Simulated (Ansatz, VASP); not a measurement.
## KTlIF in two plane-wave programs

One calculation is typed for both programs; each brings its own data sets and cutoff. How far apart do they land? The cell is invented: As first built, before any earlier steps moved the atoms (in the runner's words): it takes the KNaICl structure with some of its atoms replaced by other elements, volume scaled by an estimate. It may not be a known or stable phase. The cell is taken from a series of VASP runs on this material, whose earlier steps may have relaxed, scaled or displaced it; both programs get it as it stands.

Main program and level: Ansatz 0.2.0; plane waves, with VASP 6.6.1 beside it; relaxation of cell and atoms at revPBE.

### Step 1. The structure

Symmetry: P4/mmm, No. 123, tetragonal system. The conventional cell has a = 4.796 Å, b = 4.796 Å, c = 6.861 Å, α = 90.00°, β = 90.00°, γ = 90.00°. Nearest to Tl lie 4 I at 3.39 Å and 2 F at 3.43 Å. Nearest to I lie 4 Tl at 3.39 Å and 2 K at 3.43 Å. K has 4 F at 3.39 Å and 2 I at 3.43 Å nearest. Nearest to F lie 4 K at 3.39 Å and 2 Tl at 3.43 Å. As first built, before any earlier steps moved the atoms (in the runner's words): sites of the KNaICl structure (space group 123) filled with other elements, volume scaled by an estimate. Farther neighbours and most contacts between anions are not listed.

### Step 2. VASP: relaxation of cell and atoms, revPBE

The relaxed volume is the usual yardstick between codes: its relative difference is about their pressure difference at one cell divided by the bulk modulus.

Lines of VASP's logs that name or quote its potential files are left out, and so is its time.

Input file INCAR:

```
SYSTEM = KTlIF
PREC = Accurate
ENCUT = 520
EDIFF = 1E-06
NELM = 100
ISMEAR = -1
SIGMA = 0.05
LREAL = .FALSE.
ALGO = Normal
GGA = RE
NBANDS = 24
LORBIT = 11
LWAVE = .FALSE.
LCHARG = .FALSE.
KPAR = 2
IBRION = 2
NSW = 60
ISIF = 3
EDIFFG = -0.01
```

Input file POSCAR:

```
KTlIF
1.0
    4.7964307763      0.0000000000      0.0000000000
    0.0000000000      4.7964307763      0.0000000000
    0.0000000000      0.0000000000      6.8606655277
Tl I K F
1 1 1 1
Direct
    0.0000000000      0.0000000000      0.0000000000
    0.5000000000      0.5000000000      0.0000000000
    0.5000000000      0.5000000000      0.5000000000
    0.0000000000      0.0000000000      0.5000000000
```

Input file KPOINTS:

```
Automatic mesh
0
Gamma
5 5 4
0 0 0
```

PAW data sets: Tl_d, I, K_sv and F (PBE family, release 64).

Command:

```bash
$ mpirun -np 2 vasp_std
```

Numbers of over 12 decimals in the logs are rounded to 6 here.

Log:

```text
[banner, memory and clock lines left out]
running    2 mpi-ranks, on    1 nodes
 distrk:  each k-point on    1 cores,    2 groups
 distr:  one band on    1 cores,    1 groups

 POSCAR found type information on POSCAR TlI K F
 POSCAR found :  4 types and       4 ions
|                                                                             |
|               ----> ADVICE to this user running VASP <----                  |
|                                                                             |
|     You enforced a specific xc type in the INCAR file but a different       |
|     [... a line on the potential file left out ...]
|     I HOPE YOU KNOW WHAT YOU ARE DOING!                                     |
|                                                                             |

 LDA part: xc-table for (Slater+PW92), standard interpolation
 POSCAR, INCAR and KPOINTS ok, starting setup
 FFT: planning ... GRIDC
 FFT: planning ... GRID_SOFT
 FFT: planning ... GRID
 WAVECAR not read
 entering main loop
       N       E                     dE             d eps       ncg     rms          rms(c)
DAV:   1     0.237200354778E+03    0.23720E+03   -0.16641E+04   880   0.127E+03
DAV:   2     0.400486905983E+01   -0.23320E+03   -0.22645E+03  1008   0.308E+02
DAV:   3    -0.133793373375E+02   -0.17384E+02   -0.17328E+02  1328   0.759E+01
DAV:   4    -0.138355849113E+02   -0.45625E+00   -0.45585E+00  1208   0.945E+00
DAV:   5    -0.138473701155E+02   -0.11785E-01   -0.11784E-01  1264   0.142E+00    0.752E+00
DAV:   6    -0.118253726864E+02    0.20220E+01   -0.76292E+00  1000   0.110E+01    0.351E+00
DAV:   7    -0.117192063541E+02    0.10617E+00   -0.33055E-01  1024   0.292E+00    0.214E+00
DAV:   8    -0.116644805959E+02    0.54726E-01   -0.18588E-01  1024   0.279E+00    0.371E-01
DAV:   9    -0.116729980252E+02   -0.85174E-02   -0.33684E-02  1080   0.876E-01    0.246E-01
DAV:  10    -0.116755154210E+02   -0.25174E-02   -0.32191E-03  1008   0.298E-01    0.134E-01
DAV:  11    -0.116767749648E+02   -0.12595E-02   -0.40843E-03   976   0.328E-01    0.553E-02
DAV:  12    -0.116767656104E+02    0.93544E-05   -0.80953E-04  1104   0.115E-01    0.264E-02
DAV:  13    -0.116767725526E+02   -0.69422E-05   -0.80806E-05  1024   0.448E-02    0.923E-03
DAV:  14    -0.116767760311E+02   -0.34785E-05   -0.25171E-05  1080   0.243E-02    0.694E-03
DAV:  15    -0.116767761963E+02   -0.16524E-06   -0.25588E-06   936   0.723E-03
   1 F= -.11676776E+02 E0= -.11676776E+02  d E =-.116768E+02
[...]
2 F= -.11677263E+02 E0= -.11677263E+02  d E =-.487052E-03
[...]
3 F= -.11677565E+02 E0= -.11677565E+02  d E =-.788862E-03
[...]
4 F= -.11677580E+02 E0= -.11677580E+02  d E =-.803960E-03
[...]
5 F= -.11677641E+02 E0= -.11677641E+02  d E =-.605359E-04
 ZBRENT: can't locate minimum, use default step
 trial-energy change:   -0.000061  1 .order   -0.000071   -0.000074   -0.000069
 step:   5.3448(harm= 19.9521)  dis= 0.00000  next Energy=   -11.678132 (dE=-0.552E-03)
 bond charge predicted
       N       E                     dE             d eps       ncg     rms          rms(c)
DAV:   1    -0.116823263946E+02   -0.46855E-02   -0.16384E-01   864   0.273E+00    0.415E-01
DAV:   2    -0.116787962516E+02    0.35301E-02   -0.10993E-02   928   0.647E-01    0.167E-01
DAV:   3    -0.116779366730E+02    0.85958E-03   -0.13833E-03  1048   0.263E-01    0.965E-02
DAV:   4    -0.116776834586E+02    0.25321E-03   -0.49671E-04  1416   0.138E-01    0.533E-02
DAV:   5    -0.116776698417E+02    0.13617E-04   -0.49217E-05  1144   0.480E-02    0.112E-02
DAV:   6    -0.116776697127E+02    0.12897E-06   -0.11312E-05  1280   0.214E-02    0.630E-03
DAV:   7    -0.116776705877E+02   -0.87493E-06   -0.26512E-06   936   0.102E-02
   6 F= -.11677671E+02 E0= -.11677671E+02  d E =-.904317E-04
 curvature:  -4.13 expect dE=-0.311E-04 dE for cont linesearch -0.264E-04
 trial: gam= 0.00000 g(F)=  0.560E-65 g(S)=  0.753E-05 ort =-0.195E-04 (trialstep = 0.214E+01)
 search vector abs. value=  0.753E-05
 reached required accuracy - stopping structural energy minimisation
```

OUTCAR, selected parts (step 2):

```text
ion  position               nearest neighbor table
   1  0.000  0.000  0.000-   2 3.39   2 3.39   2 3.39   2 3.39
   2  0.500  0.500  0.000-   1 3.39   1 3.39   1 3.39   1 3.39   3 3.43   3 3.43
   3  0.500  0.500  0.500-   2 3.43   2 3.43
   4  0.000  0.000  0.500-

  LATTYP: Found a simple tetragonal cell.
 ALAT       =     4.7964307763
 C/A-ratio  =     1.4303689238

 Subroutine GETGRP returns: Found 16 space group operations
 (whereof 16 operations were pure point group operations)

The static configuration has the point symmetry D_4h.

 Found     18 irreducible k-points:

   k-points           NKPTS =     18   k-points in BZ     NKDIM =     18   number of bands    NBANDS=     24

   dimension x,y,z NGX =    36 NGY =   36 NGZ =   54
   dimension x,y,z NGXF=    72 NGYF=   72 NGZF=  108

   ENCUT  =  520.0 eV  38.22 Ry    6.18 a.u.   8.92  8.92 12.76*2*pi/ulx,y,z

   NELECT =      36.0000    total number of electrons

 k-points in reciprocal lattice and weights: Automatic mesh
   0.00000000  0.00000000  0.00000000       0.010
   0.20000000  0.00000000  0.00000000       0.040
   0.40000000  0.00000000  0.00000000       0.040
   0.20000000  0.20000000  0.00000000       0.040
   0.40000000  0.20000000  0.00000000       0.080
   0.40000000  0.40000000  0.00000000       0.040
   0.00000000  0.00000000  0.25000000       0.020
   0.20000000  0.00000000  0.25000000       0.080
   0.40000000  0.00000000  0.25000000       0.080
[...]
0.40000000  0.20000000  0.50000000       0.080
   0.40000000  0.40000000  0.50000000       0.040

 average (electrostatic) potential at core
       1 -88.4088       2 -94.9595       3 -36.6918       4 -75.8218

 E-fermi :   1.1214

 k-point     1 :       0.0000    0.0000    0.0000
  band No.  band energies     occupation
    ...
     14      -1.6858      2.00000
     15      -1.6858      2.00000
     16      -0.6793      2.00000
     17      -0.5820      2.00000
     18      -0.5820      2.00000
     19       4.3028      0.00000
     20       4.5346      0.00000
     21       5.6050      0.00000
     22       5.9682      0.00000
     23       5.9682      0.00000
    ...

 k-point     2 :       0.2000    0.0000    0.0000
  band No.  band energies     occupation
    ...
     14      -1.5145      2.00000
     15      -1.1077      2.00000
     16      -0.7125      2.00000
     17      -0.6253      2.00000
     18      -0.5948      2.00000
     19       4.1859      0.00000
     20       4.2680      0.00000
     21       4.8871      0.00000
     22       5.0103      0.00000
     23       6.5095      0.00000
    ...

 k-point     3 :       0.4000    0.0000    0.0000
  band No.  band energies     occupation
    ...
     14      -1.1888      2.00000
     15      -0.7935      2.00000
     16      -0.7512      2.00000
     17      -0.6210      2.00000
     18      -0.1783      2.00000
     19       3.0392      0.00000
     20       3.6911      0.00000
     21       3.9151      0.00000
     22       5.5035      0.00000
     23       6.8888      0.00000
    ...

  Total        0.0047742      0.0047742      0.0240605      0.0000000      0.0000000      0.0000000
  in kB        0.0482171      0.0482171      0.2430012      0.0000000      0.0000000      0.0000000
  external PRESSURE =       0.1131451 kB  Pullay stress =       0.0000000 kB

  energy-cutoff  :      520.00
  volume of cell :      158.64
      direct lattice vectors                 reciprocal lattice vectors
     4.822373169 -0.000000000 -0.000000000     0.207366781  0.000000000  0.000000000
    -0.000000000  4.822373169 -0.000000000     0.000000000  0.207366781  0.000000000
    -0.000000000 -0.000000000  6.821596616     0.000000000  0.000000000  0.146593247

 POSITION                                       TOTAL-FORCE (eV/Angst)
 -----------------------------------------------------------------------------------
      0.00000     -0.00000     -0.00000         0.000000      0.000000      0.000000
      2.41119      2.41119     -0.00000         0.000000      0.000000      0.000000
      2.41119      2.41119      3.41080        -0.000000     -0.000000      0.000000
     -0.00000     -0.00000      3.41080        -0.000000     -0.000000      0.000000
 -----------------------------------------------------------------------------------
    total drift:                                0.000000      0.000000      0.000000

  FREE ENERGIE OF THE ION-ELECTRON SYSTEM (eV)
  ---------------------------------------------------
  free  energy   TOTEN  =       -11.6776705877 eV

  energy  without entropy=      -11.6776705877  energy(sigma->0) =      -11.67767059

 reached required accuracy - stopping structural energy minimisation

 total charge
# of ion       s       p       d       tot
------------------------------------------
    1        1.319   0.137   9.668  11.125
    2        1.504   2.838   0.007   4.349
    3        1.954   5.602   0.013   7.569
    4        1.734   4.291   0.000   6.025
--------------------------------------------------
tot          6.512  12.868   9.688  29.068

[... 3 further parts left out ...]
```

CONTCAR:

```
KTlIF
   1.00000000000000
     4.8223731690223719   -0.0000000000000000   -0.0000000000000000
    -0.0000000000000000    4.8223731690223719   -0.0000000000000000
    -0.0000000000000000   -0.0000000000000000    6.8215966159179402
  Tl              I               K               F
     1     1     1     1
Direct
     0.0000000000000000    0.0000000000000000    0.0000000000000000
     0.5000000000000000    0.5000000000000000    0.0000000000000000
     0.5000000000000000    0.5000000000000000    0.5000000000000000
     0.0000000000000000    0.0000000000000000    0.5000000000000000
```

The gap is read on the k-mesh alone, so it is an upper bound where the band edges lie off the mesh. The run keeps the 16 symmetry operations of its start, so it cannot find a distortion of lower symmetry.

(Part 1 of 2 ends here.)

[Lines on the potential files, build, host, timing and source positions are cut from VASP's logs without a mark.]

[Logs are printed without paths, hosts, clocks, repeated set-up lines and the standing remarks that a program may print on its own settings, such as how far it seeks lower states.]

[Hosts, paths, dates, database ids (printed as entryN), source tags and the programs' standing remarks are cut or masked in the printed files.]
